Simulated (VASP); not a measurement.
An input for Ansatz (written as the equivalent of a VASP run, and not itself run):

Ansatz 0.2 input:
```yaml
crystal:
  lattice:
    - [1.4352070, 0.8286170, 2.4563500]
    - [-1.4352070, 0.8286170, 2.4563500]
    - [0.0000000, -1.6572340, 2.4563500]
  atoms:
    - { symbol: Li, position: [0.7624000, 0.7624000, 0.7624000] }
    - { symbol: H, position: [0.2376000, 0.2376000, 0.2376000] }
kpoints:
  mp_grid: { grid: [8, 8, 8] }
hamiltonian:
  xc: pbe
  pseudopotentials: { kind: paw }
scf:
  occupations: { method: gaussian, width: 0.05 }
  max_iter: 100
output: { forces: true, stress: true, eigenvalues: true }
```

Question: Translate this input to VASP (INCAR, KPOINTS, POSCAR, choice of POTCAR).

Answer: Several could match; the one computed here: 
### KPOINTS
```
Automatic mesh
0
Gamma
8 8 8
0 0 0
```

INCAR:
```
SYSTEM=LiH
PREC=Accurate; ENCUT=520; LREAL=.FALSE.
LASPH=.TRUE.
EDIFF=1E-6; NELM=100; ALGO=Normal
ISMEAR=0; SIGMA=0.05
GGA=PE
ISIF=2
LWAVE=.FALSE.; LCHARG=.FALSE.
```

### POSCAR
```
LiH
1
    1.4352070000     0.8286170000     2.4563500000
   -1.4352070000     0.8286170000     2.4563500000
    0.0000000000    -1.6572340000     2.4563500000
Li H
1 1
Direct
  0.7624000000   0.7624000000   0.7624000000
  0.2376000000   0.2376000000   0.2376000000
```

POTCAR, in this order: Li_sv H (PBE.64 set). Program: vasp_std.

The two are equivalent in intent, not identical: each code has its own PAW files, so the cut-off isn't converted (ENCUT is set for VASP's; basis.ecutwfc is left out, and Ansatz then takes the one that its files recommend); Ansatz stops its SCF on the density residual and VASP on the energy change (EDIFF).

The structure was generated: LiH was put into the alpha-GeTe type (R3m), which need not be its known phase. The cell was not relaxed at this level.
